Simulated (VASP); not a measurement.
Given:

```yaml
crystal:
  lattice:
    - [0.00000, 2.60000, 2.60000]
    - [2.60000, 0.00000, 2.60000]
    - [2.60000, 2.60000, 0.00000]
  atoms:
    - { symbol: Mg, position: [0.00000, 0.00000, 0.00000] }
    - { symbol: S, position: [0.50000, 0.50000, 0.50000] }
```

All values below come from PBE GGA, VASP's PBE PAW potentials (set 64) (plane waves; VASP). Settings: PREC = Normal, 500 eV cut-off, 4×4×4 Γ-centred mesh, Gaussian smearing of 0.010 eV, potentials Mg_sv_GW S_GW.

Problem. What does the run give for the energy per atom (σ→0), pressure, band gap (on the k-mesh) with the smallest direct gap where there is one?

Solution. 
The band gap (on the k-mesh) is 2.76 eV. The smallest direct gap (on the k-mesh) is 3.72 eV and the energy per atom (σ→0) is -11.295 eV/atom. The pressure is 1.07 GPa.

Total energies compare only between runs with the same potentials, cut-off and functional.

The compound is MgS in the rock salt structure. The cell was not relaxed at this level. The k-mesh is coarse (spacing up to 0.52 per Å, 2π included), so the numbers may not be converged in it.
